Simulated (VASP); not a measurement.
## Te$_{2}$W (relaxed from the CdI2 structure, space group P-3m1): computed properties

Computed with LDA (Ceperley-Alder, Perdew-Zunger), VASP's LDA PAW potentials (set 64) (plane waves; VASP).

```
Property                                                                                                 Value
----------------------------------  --------------------------------------------------------------------------
space group                                                                                        P-3m1 (164)
cell                                a = 3.448 Å, b = 3.448 Å, c = 7.134 Å, α = 90.00°, β = 90.00°, γ = 120.00°
volume per atom                                                                                  24.49 Å³/atom
band gap (over mesh and band path)                                    none (metal, semimetal or under 0.01 eV)
density                                                                                             9.92 g/cm³
```

Space group P-3m1 (No. 164); a = b = 3.448 Å, c = 7.134 Å, α = β = 90.00°, γ = 120.00°

```
atom  site  symmetry       x       y       z
----  ----  --------  ------  ------  ------
W       1a      -3m.  0.0000  0.0000  0.0000
Te      2d       3m.  0.3333  0.6667  0.2584
```

Unless said otherwise, spin-orbit coupling is left out, though it shifts the bands of the heavy elements here.

The structure was generated: Te2W was put into the CdI2 type (P-3m1), which need not be its known phase. It was relaxed first, which changed the volume by -24 %. Symmetry was kept, so distortions that lower it aren't found.
